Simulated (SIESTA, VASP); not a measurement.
An input for SIESTA (LDA PW92, numerical atomic orbitals TZP, PseudoDojo LDA standard norm-conserving potentials (rewritten from UPF to PSML)):

```
# files in the folder: Cs.psml Cd.psml Cl.psml (PseudoDojo LDA standard)
SystemName  CsCdCl3
SystemLabel cscdcl3

NumberOfAtoms                5
NumberOfSpecies              3
%block ChemicalSpeciesLabel
  1 55 Cs
  2 48 Cd
  3 17 Cl
%endblock ChemicalSpeciesLabel
LatticeConstant              1.0 Ang
%block LatticeVectors
     5.320203000    0.000000000    0.000000000
     0.000000000    5.320203000    0.000000000
     0.000000000    0.000000000    5.320203000
%endblock LatticeVectors
AtomicCoordinatesFormat      Bohr
%block AtomicCoordinatesAndAtomicSpecies
     0.000000000    0.000000000    0.000000000  1
     5.026863299    5.026863299    5.026863299  2
     0.000000000    5.026863299    5.026863299  3
     5.026863299    0.000000000    5.026863299  3
     5.026863299    5.026863299    0.000000000  3
%endblock AtomicCoordinatesAndAtomicSpecies

XC.functional                LDA
XC.authors                   PW92
PAO.BasisSize                TZP
PAO.EnergyShift              0.01 Ry
MeshCutoff                   400 Ry
%block kgrid.MonkhorstPack
    5   0   0  0.0
    0   5   0  0.0
    0   0   5  0.0
%endblock kgrid.MonkhorstPack
OccupationFunction           FD
ElectronicTemperature        10 K

MaxSCFIterations             150
SCF.Mixer.Method             Pulay
SCF.Mixer.Weight             0.25
SCF.Mixer.History            8
SCF.DM.Tolerance             1.0E-04
Diag.ParallelOverK           true
MD.TypeOfRun                 CG
MD.Steps                     40
MD.MaxForceTol               0.02 eV/Ang
MD.VariableCell              true
MD.MaxStressTol              0.05 GPa
WriteForces                  true
Charge.Mulliken              end
```

Problem. Translate it to VASP.

Solution. One set of files that does it:

INCAR:
```
ALGO = Normal
EDIFF = 1E-6
EDIFFG = -0.01
ENCUT = 300
IBRION = 2
ISIF = 3
ISMEAR = 0
LASPH = .TRUE.
LCHARG = .FALSE.
LMAXMIX = 4
LREAL = .FALSE.
LWAVE = .FALSE.
NELM = 100
NSW = 50
PREC = Accurate
SIGMA = 0.01
SYSTEM = CsCdCl3
```

**KPOINTS**
```
Automatic mesh
0
Gamma
5 5 5
0 0 0
```

File POSCAR:
```
CsCdCl3
1
    5.3202030000     0.0000000000     0.0000000000
    0.0000000000     5.3202030000     0.0000000000
    0.0000000000     0.0000000000     5.3202030000
Cs Cd Cl
1 1 3
Direct
  0.0000000000   0.0000000000   0.0000000000
  0.5000000000   0.5000000000   0.5000000000
  0.0000000000   0.5000000000   0.5000000000
  0.5000000000   0.0000000000   0.5000000000
  0.5000000000   0.5000000000   0.0000000000
```

POTCAR, in this order: Cs_sv Cd Cl (LDA.64 set). Program: vasp_std.

Both are inputs of real runs that ended normally. What can't carry over is the choice of potentials or basis and its cut-off, and each code's defaults.

Fixed occupations appear in VASP as a very narrow Gaussian smearing.

VASP's LDA is the Perdew-Zunger fit; the other code's may be Perdew-Wang, which differs slightly.

The structure comes from a computed database's CsCdCl3 entry (Pm-3m); how it stands against other phases isn't given here.
